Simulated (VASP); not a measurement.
Set up this calculation in VASP 6.6.1, as the native input.

* Task: dielectric tensor
* Functional: PBE
* Dispersion: D3(BJ)
* Potentials or basis: VASP PAW PBE potentials, release 64 (C)
* Cutoff: 520 eV
* k mesh: 21 × 21 × 8
* Occupations: gaussian, width 0.02 eV
* Spin: no spin polarisation
* Further INCAR settings: ALGO = Normal; EDIFF = 1e-07

The structure of C lies in POSCAR:

```
C                                       
1.0
    2.4662750306      0.0000000000      0.0000000000
   -1.2331375153      2.1358568275      0.0000000000
    0.0000000000      0.0000000000      6.7295797697
  C             
     4
Direct
     0.0000000000000000    0.0000000000000000    0.7500000000000000
     0.0000000000000000    0.0000000000000000    0.2500000000000000
     0.3333333300000021    0.6666666699999979    0.7500000000000000
     0.6666666699999979    0.3333333300000021    0.2500000000000000
```

The input as run:

INCAR

```
ALGO     = Normal         # electronic algorithm
EDIFF    = 1E-7           # SCF threshold, eV
ENCUT    = 520            # plane-wave cutoff, eV
GGA      = PE             # functional
ISIF     = 2              # what is computed and relaxed
ISMEAR   = 0              # smearing method
IVDW     = 12             # dispersion correction
KPAR     = 4            
LASPH    = T              # aspherical terms in the spheres
LCHARG   = F              # write CHGCAR
LEPSILON = T              # dielectric tensor by DFPT
LREAL    = F              # projectors in reciprocal space
LWAVE    = F              # write WAVECAR
NELM     = 80             # most SCF steps
PREC     = Accurate       # precision mode
SIGMA    = 0.02           # smearing width, eV
```

KPOINTS

```
k-points
0
Gamma
  21 21 8
```

Potentials or basis: VASP PAW PBE potentials, release 64 (C).

Run with:

```console
$ cat potpaw_PBE.64/C/POTCAR > POTCAR
$ mpirun -np 4 vasp_std > vasp.out
```

Results of the run:

* Band gap on the k mesh: none (metal or under the smearing width)
* Electronic dielectric tensor (diagonal): 20180.45, 20180.45, 3.00
* Born charges (mean of the diagonal): C -24.73, +24.73 e
* Dispersion energy per atom: -0.156 eV

Run time: 2.8 min on 4 MPI ranks on Intel(R) Xeon(R) Platinum 8488C (Sapphire Rapids), with other jobs on the host, peak memory 0.62 GiB a rank.
